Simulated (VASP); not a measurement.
OSZICAR of a VASP run on Al (space group P6_3/mmc):

### OSZICAR
```
       N       E                     dE             d eps       ncg     rms          rms(c)
DAV:   1    -0.703152710223E+01   -0.70315E+01   -0.21289E+03  1183   0.573E+02
DAV:   2    -0.137061671595E+02   -0.66746E+01   -0.62733E+01  1638   0.461E+01
DAV:   3    -0.137597974720E+02   -0.53630E-01   -0.53400E-01  1708   0.546E+00
DAV:   4    -0.137599837736E+02   -0.18630E-03   -0.18638E-03  1701   0.282E-01
DAV:   5    -0.137599842045E+02   -0.43089E-06   -0.43192E-06  1736   0.107E-02    0.419E+00
DAV:   6    -0.133693216267E+02    0.39066E+00   -0.12807E-01  1568   0.216E+00    0.263E+00
DAV:   7    -0.133711328438E+02   -0.18112E-02   -0.15772E-02  1498   0.152E+00    0.513E-01
DAV:   8    -0.133723843763E+02   -0.12515E-02   -0.75164E-03  1358   0.790E-01    0.133E-01
DAV:   9    -0.133695480167E+02    0.28364E-02   -0.88582E-03  1365   0.857E-01    0.419E-02
DAV:  10    -0.133721893790E+02   -0.26414E-02   -0.44734E-03  1372   0.601E-01    0.116E-02
DAV:  11    -0.133724172006E+02   -0.22782E-03   -0.77197E-05  1519   0.808E-02    0.107E-02
DAV:  12    -0.133723942023E+02    0.22998E-04   -0.22087E-06  1659   0.155E-02    0.242E-03
DAV:  13    -0.133724166478E+02   -0.22445E-04   -0.79566E-06  1526   0.270E-02    0.445E-03
DAV:  14    -0.133724148090E+02    0.18387E-05   -0.46405E-07   847   0.715E-03    0.925E-04
DAV:  15    -0.133724147955E+02    0.13487E-07   -0.45885E-08   791   0.246E-03
   1 F= -.13372415E+02 E0= -.13372530E+02  d E =-.133724E+02
       N       E                     dE             d eps       ncg     rms          rms(c)
DAV:   1    -0.133938306534E+02   -0.21416E-01   -0.31619E-01  1610   0.362E+00    0.586E-01
DAV:   2    -0.133951265800E+02   -0.12959E-02   -0.34750E-03  1533   0.493E-01    0.189E-01
DAV:   3    -0.133946453964E+02    0.48118E-03   -0.31316E-04  1533   0.122E-01    0.904E-02
DAV:   4    -0.133945824036E+02    0.62993E-04   -0.15295E-04  1463   0.920E-02    0.443E-02
DAV:   5    -0.133945707648E+02    0.11639E-04   -0.27562E-05  1351   0.594E-02    0.922E-03
DAV:   6    -0.133945636384E+02    0.71264E-05   -0.19156E-05  1323   0.493E-02    0.102E-03
DAV:   7    -0.133945626220E+02    0.10164E-05   -0.54118E-07   903   0.102E-02    0.141E-03
DAV:   8    -0.133945624884E+02    0.13356E-06   -0.30415E-07   742   0.744E-03
   2 F= -.13394562E+02 E0= -.13394528E+02  d E =-.221477E-01
       N       E                     dE             d eps       ncg     rms          rms(c)
DAV:   1    -0.133947347383E+02   -0.17212E-03   -0.76145E-03  1638   0.563E-01    0.923E-02
DAV:   2    -0.133947877447E+02   -0.53006E-04   -0.83775E-05  1519   0.766E-02    0.302E-02
DAV:   3    -0.133947873851E+02    0.35962E-06   -0.75529E-06  1533   0.182E-02
   3 F= -.13394787E+02 E0= -.13394911E+02  d E =-.223726E-01
       N       E                     dE             d eps       ncg     rms          rms(c)
DAV:   1    -0.134058087931E+02   -0.11021E-01   -0.25944E-01  1645   0.290E+00    0.285E-01
DAV:   2    -0.134042606353E+02    0.15482E-02   -0.19126E-03  1309   0.379E-01    0.170E-01
DAV:   3    -0.134031219439E+02    0.11387E-02   -0.19749E-03  1484   0.240E-01    0.733E-03
DAV:   4    -0.134031214932E+02    0.45070E-06   -0.12280E-04  1358   0.975E-02    0.873E-03
DAV:   5    -0.134031174636E+02    0.40296E-05   -0.12794E-06  1554   0.119E-02    0.824E-03
DAV:   6    -0.134031166804E+02    0.78319E-06   -0.18436E-06  1302   0.137E-02
   4 F= -.13403117E+02 E0= -.13403230E+02  d E =-.832930E-02
       N       E                     dE             d eps       ncg     rms          rms(c)
DAV:   1    -0.134033109670E+02   -0.19350E-03   -0.61986E-02  1617   0.140E+00    0.121E-01
DAV:   2    -0.134030718671E+02    0.23910E-03   -0.41503E-04  1295   0.180E-01    0.721E-02
DAV:   3    -0.134028830651E+02    0.18880E-03   -0.33609E-04  1477   0.997E-02    0.281E-03
DAV:   4    -0.134028826335E+02    0.43166E-06   -0.21138E-05  1407   0.412E-02    0.374E-03
DAV:   5    -0.134028813536E+02    0.12799E-05   -0.34708E-07   945   0.643E-03    0.289E-03
DAV:   6    -0.134028814423E+02   -0.88736E-07   -0.27619E-07   714   0.567E-03
   5 F= -.13402881E+02 E0= -.13402837E+02  d E =-.809406E-02
       N       E                     dE             d eps       ncg     rms          rms(c)
DAV:   1    -0.134039454574E+02   -0.10641E-02   -0.19464E-02  1624   0.778E-01    0.646E-02
DAV:   2    -0.134038801342E+02    0.65323E-04   -0.12242E-04  1344   0.988E-02    0.382E-02
DAV:   3    -0.134038175976E+02    0.62537E-04   -0.10567E-04  1442   0.554E-02    0.176E-03
DAV:   4    -0.134038168490E+02    0.74858E-06   -0.68958E-06  1358   0.225E-02
   6 F= -.13403817E+02 E0= -.13403930E+02  d E =-.902946E-02
       N       E                     dE             d eps       ncg     rms          rms(c)
DAV:   1    -0.134060816803E+02   -0.22641E-02   -0.58361E-02  1568   0.163E+00    0.325E-01
DAV:   2    -0.134064651890E+02   -0.38351E-03   -0.85563E-04  1596   0.241E-01    0.843E-02
DAV:   3    -0.134063442755E+02    0.12091E-03   -0.19756E-05  1442   0.391E-02    0.438E-02
DAV:   4    -0.134062803029E+02    0.63973E-04   -0.14603E-05  1442   0.387E-02    0.213E-02
DAV:   5    -0.134062906852E+02   -0.10382E-04   -0.32790E-06  1274   0.229E-02    0.449E-03
DAV:   6    -0.134062886208E+02    0.20645E-05   -0.26561E-06  1239   0.209E-02    0.546E-04
DAV:   7    -0.134062892501E+02   -0.62934E-06   -0.97996E-08   637   0.433E-03
   7 F= -.13406289E+02 E0= -.13406387E+02  d E =-.247240E-02
       N       E                     dE             d eps       ncg     rms          rms(c)
DAV:   1    -0.134068698263E+02   -0.58121E-03   -0.61543E-03  1554   0.531E-01    0.106E-01
DAV:   2    -0.134069419608E+02   -0.72134E-04   -0.89028E-05  1610   0.773E-02    0.270E-02
DAV:   3    -0.134069472020E+02   -0.52412E-05   -0.19243E-06  1365   0.130E-02    0.144E-02
DAV:   4    -0.134069579508E+02   -0.10749E-04   -0.14539E-06   945   0.120E-02    0.562E-03
DAV:   5    -0.134069553993E+02    0.25515E-05   -0.43744E-07   651   0.913E-03    0.204E-03
DAV:   6    -0.134069555194E+02   -0.12007E-06   -0.33548E-07   651   0.825E-03
   8 F= -.13406956E+02 E0= -.13407069E+02  d E =-.313867E-02
       N       E                     dE             d eps       ncg     rms          rms(c)
DAV:   1    -0.134069566298E+02   -0.12305E-05   -0.18390E-05  1561   0.287E-02    0.687E-03
DAV:   2    -0.134069550546E+02    0.15752E-05   -0.22866E-07   658   0.419E-03    0.317E-03
DAV:   3    -0.134069534283E+02    0.16264E-05   -0.40705E-08   637   0.169E-03    0.715E-04
DAV:   4    -0.134069532767E+02    0.15156E-06   -0.99977E-09   651   0.112E-03
   9 F= -.13406953E+02 E0= -.13407066E+02  d E =-.313643E-02
       N       E                     dE             d eps       ncg     rms          rms(c)
DAV:   1    -0.134069638963E+02   -0.10468E-04   -0.23156E-04  1645   0.848E-02    0.726E-03
DAV:   2    -0.134069636062E+02    0.29005E-06   -0.14923E-06  1309   0.109E-02
  10 F= -.13406964E+02 E0= -.13407079E+02  d E =-.103295E-04
```

**Question.** Which electronic solver shows in the log?

**Answer.** It is blocked Davidson (ALGO = Normal, or the opening steps of other solvers). The INCAR had ALGO = Normal.

**Question.** Can the final energy be trusted as converged?

**Answer.** The run converged. It stopped with EDIFF = 1E-6, NELM = 100, NSW = 60 and EDIFFG = -0.01 after 10 ionic steps (r2SCAN meta-GGA, plane waves, VASP's PBE PAW potentials (set 64)). Energy and stress use the plane-wave basis of the starting cell.

The structure comes from a computed database's Al entry (P6_3/mmc); how it stands against other phases isn't given here. This run relaxes it. Symmetry was kept, so distortions that lower it aren't found.
